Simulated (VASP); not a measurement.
**Co2Cl3: single point with PBE**

The system is Co2Cl3.

```
Co Cl
1.0
     4.03307    0.00000    0.00000
    -2.01654    3.49274    0.00000
     0.00000    0.00000    6.45350
Co Cl
2 3
Direct
  0.66667 0.33333 0.75015
  0.33333 0.66667 0.24985
  0.66667 0.33333 0.35366
  0.33333 0.66667 0.64634
  0.00000 0.00000 0.00000
```

The cell was built by a generator and needn't be a form met in nature.

```yaml
Program: VASP 6.6.1
Task: single point
Functional: PBE
Potentials_or_basis: VASP PAW PBE potentials, release 64 (Co, Cl)
Cutoff: 520 eV
k_mesh: 8 × 8 × 4
Occupations: fermi-dirac, width 0.05 eV
Spin: collinear spin, ferromagnetic start
Starting_moments: "[2.0, 2.0, 0.0, 0.0, 0.0] μB"
Further_INCAR_settings: ALGO = Normal; EDIFF = 1e-07; NBANDS = 32
```

| Property | Result |
| --- | --- |
| Pressure | 1.6 GPa |
| Largest force | 0.692 eV/Å |
| Band gap on the k mesh | none (metal or under the smearing width) |
| Net moment | 5.00 μB per cell |
| Site moments | Co +2.23; Cl +0.13, +0.11 μB |
| Valence electrons inside the program's atomic spheres | Co 7.72; Cl 5.12, 5.09 |

Forces in eV/Å, atoms in the order of the input:
```
Co   0.000  0.000  0.581
Co   0.000  0.000 -0.581
Cl   0.000  0.000 -0.692
Cl   0.000  0.000  0.692
Cl   0.000  0.000  0.000
```

Stress tensor (GPa, compression positive):
```
-1.56  0.00  0.00
 0.00 -1.56  0.00
 0.00  0.00  7.98
```

Levels at points of the mesh, in eV from the Fermi level:
Spin up:
| k point | band 19 | band 20 | band 21 | band 22 | band 23 | band 24 | band 25 | band 26 |
| --- | --- | --- | --- | --- | --- | --- | --- | --- |
| (0.00, 0.00, 0.00) | -1.85 | -1.85 | -1.18 | -1.18 | 1.18 | 3.43 | 4.79 | 5.89 |
| (0.50, 0.00, 0.00) | -2.10 | -2.05 | -1.48 | -1.16 | 1.89 | 4.61 | 5.44 | 7.40 |
| (0.00, 0.00, 0.50) | -1.51 | -1.51 | -1.28 | -1.28 | 2.55 | 3.24 | 3.47 | 4.73 |
| (0.50, 0.00, 0.50) | -2.09 | -1.68 | -1.54 | -1.37 | 2.51 | 3.61 | 4.88 | 6.48 |
Spin down:
```csv
k point,band 13,band 14,band 15,band 16,band 17,band 18,band 19,band 20,band 21,band 22
"(0.00, 0.00, 0.00)",-1.15,-1.15,-0.68,-0.68,-0.35,-0.18,0.86,0.86,1.16,1.16
"(0.50, 0.00, 0.00)",-1.14,-0.95,-0.83,-0.81,-0.26,0.22,0.34,0.38,0.64,1.01
"(0.00, 0.00, 0.50)",-1.00,-1.00,-0.82,-0.82,-0.34,0.29,0.87,0.87,1.30,1.30
"(0.50, 0.00, 0.50)",-0.95,-0.94,-0.91,-0.83,-0.02,0.21,0.32,0.40,0.69,0.91
```

Wall time 2.8 min on 1 thread of Intel(R) Xeon(R) Platinum 8559C (Emerald Rapids), on a shared host, peak memory 0.31 GiB.

Caveat: semilocal functionals often make such compounds metallic where correlation or magnetic order opens a gap, which also shifts bond lengths. With open d or f shells a metallic result of PBE can be an artefact of self-interaction; +U or a hybrid may open a gap.
